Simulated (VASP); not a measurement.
Calculation: r2SCAN meta-GGA, VASP's PBE PAW potentials (set 64) (plane waves; VASP).

VASP input:

KPOINTS:
```
Automatic mesh
0
gamma
 14 14 14
```

INCAR:
```
SYSTEM = Al
PREC = Accurate
ENCUT = 480
EDIFF = 1E-7
NELM = 100
ALGO = Normal
LREAL = .FALSE.
LASPH = .TRUE.
ISMEAR = 1
SIGMA = 0.1
METAGGA = R2SCAN
LMIXTAU = .TRUE.
LWAVE = .FALSE.
LCHARG = .FALSE.
ISIF = 2
```

### POSCAR
```
Al
1
    0.0298655577     1.9910371781     1.9910371781
    1.9910371781     0.0298655577     1.9910371781
    2.0209027358     2.0209027358     0.0000000000
Al
1
Direct
  0.0000000000   0.0000000000   0.0000000000
```

POTCAR, in this order: Al (PBE.64 set). Program: vasp_std.

Output of the run:

OUTCAR:
```
 ion  position               nearest neighbor table
   1  0.000  0.000  0.000-
  LATTYP: Found a body centered orthorhombic cell.
 ALAT       =     2.7735155037
 B/A-ratio  =     1.0304568528
 C/A-ratio  =     1.4357498095
 Subroutine PRICEL returns:
 Original cell was already a primitive cell.
 Subroutine GETGRP returns: Found  8 space group operations
The static configuration has the point symmetry D_2h.
The dynamic configuration has the point symmetry D_2h.
 Subroutine INISYM returns: Found  8 space group operations
 Subroutine IBZKPT returns following result:
 Found    428 irreducible k-points:

 Following reciprocal coordinates:
            Coordinates               Weight
  0.000000  0.000000  0.000000      1.000000
  0.071429 -0.000000  0.000000      4.000000
  0.142857 -0.000000  0.000000      4.000000
  0.214286 -0.000000  0.000000      4.000000
  0.285714  0.000000  0.000000      4.000000
  0.357143  0.000000  0.000000      4.000000
  0.428571 -0.000000  0.000000      4.000000
  0.500000  0.000000  0.000000      2.000000
  0.071429  0.071429  0.000000      2.000000
  0.142857  0.071429  0.000000      4.000000
  0.214286  0.071429  0.000000      4.000000
  0.285714  0.071429  0.000000      4.000000
  0.357143  0.071429  0.000000      4.000000
  0.428571  0.071429  0.000000      4.000000
  0.500000  0.071429  0.000000      4.000000
 -0.428571  0.071429  0.000000      4.000000
 -0.357143  0.071429  0.000000      4.000000
 -0.285714  0.071429  0.000000      4.000000
 -0.214286  0.071429  0.000000      4.000000
 -0.142857  0.071429  0.000000      4.000000
 -0.071429  0.071429  0.000000      2.000000
  0.142857  0.142857  0.000000      2.000000
  0.214286  0.142857  0.000000      4.000000
...
```

**OSZICAR**
```
       N       E                     dE             d eps       ncg     rms          rms(c)
DAV:   1    -0.492175862488E+01   -0.49218E+01   -0.84724E+02  4595   0.312E+02
DAV:   2    -0.688825941407E+01   -0.19665E+01   -0.18047E+01  5650   0.307E+01
DAV:   3    -0.690596104180E+01   -0.17702E-01   -0.17410E-01  5625   0.334E+00
DAV:   4    -0.690602417805E+01   -0.63136E-04   -0.63130E-04  5650   0.190E-01
DAV:   5    -0.690602454694E+01   -0.36889E-06   -0.36912E-06  5715   0.124E-02    0.308E+00
DAV:   6    -0.672038575934E+01    0.18564E+00   -0.10053E-01  5825   0.224E+00    0.193E+00
DAV:   7    -0.700313693270E+01   -0.28275E+00   -0.73837E-02  5110   0.198E+00    0.692E-01
DAV:   8    -0.667877815634E+01    0.32436E+00   -0.98750E-02  5110   0.225E+00    0.224E-01
DAV:   9    -0.673251550090E+01   -0.53737E-01   -0.42467E-02  4370   0.118E+00    0.118E-01
DAV:  10    -0.673371778902E+01   -0.12023E-02   -0.11435E-03  6265   0.295E-01    0.181E-01
DAV:  11    -0.673473129751E+01   -0.10135E-02   -0.13818E-04  5575   0.966E-02    0.149E-01
DAV:  12    -0.673290960054E+01    0.18217E-02   -0.40244E-04  4985   0.146E-01    0.572E-02
DAV:  13    -0.673290570393E+01    0.38966E-05   -0.41047E-05  5805   0.612E-02    0.468E-02
DAV:  14    -0.673290895245E+01   -0.32485E-05   -0.39927E-06  4475   0.217E-02    0.492E-02
DAV:  15    -0.673290185818E+01    0.70943E-05   -0.10395E-05  4535   0.320E-02    0.608E-02
DAV:  16    -0.673290024730E+01    0.16109E-05   -0.69664E-06  5455   0.263E-02    0.601E-02
DAV:  17    -0.673290084860E+01   -0.60130E-06   -0.91090E-07  5130   0.997E-03    0.392E-02
DAV:  18    -0.673290251283E+01   -0.16642E-05   -0.57241E-07  4625   0.923E-03    0.102E-02
DAV:  19    -0.673290321254E+01   -0.69971E-06   -0.21790E-07  4685   0.615E-03    0.134E-03
DAV:  20    -0.673290258173E+01    0.63081E-06   -0.76525E-08  3510   0.361E-03    0.670E-04
DAV:  21    -0.673290250761E+01    0.74118E-07   -0.62661E-09  2265   0.122E-03
   1 F= -.67329025E+01 E0= -.67329873E+01  d E =0.254435E-03
```

OUTCAR:
```
------------------------ aborting loop because EDIFF is reached ----------------------------------------
  FORCE on cell =-STRESS in cart. coord.  units (eV):
  Direction    XX          YY          ZZ          XY          YZ          ZX
  --------------------------------------------------------------------------------------
  Total        0.0015141      0.0015141      0.0551437     -0.0907118      0.0000000      0.0000000
  in kB        0.1537121      0.1537121      5.5980430     -9.2088176      0.0000000      0.0000000
  external PRESSURE =       1.9684890 kB  Pullay stress =       0.0000000 kB
  volume of cell :       15.78
      direct lattice vectors                 reciprocal lattice vectors
     0.029865558  1.991037178  1.991037178    -0.254949641  0.254949641  0.251125396
     1.991037178  0.029865558  1.991037178     0.254949641 -0.254949641  0.251125396
     2.020902736  2.020902736  0.000000000     0.247414183  0.247414183 -0.251125396
 POSITION                                       TOTAL-FORCE (eV/Angst)
 -----------------------------------------------------------------------------------
      0.00000      0.00000      0.00000         0.000000      0.000000      0.000000
 -----------------------------------------------------------------------------------
    total drift:                                0.000000     -0.000000     -0.000000
  FREE ENERGIE OF THE ION-ELECTRON SYSTEM (eV)
  ---------------------------------------------------
  free  energy   TOTEN  =        -6.7329025076 eV

  energy  without entropy=       -6.7331569425  energy(sigma->0) =       -6.73298732
```
(Selected blocks of OUTCAR.)

The compound is Al in the fcc structure. This cell was strained or had an atom moved on purpose.
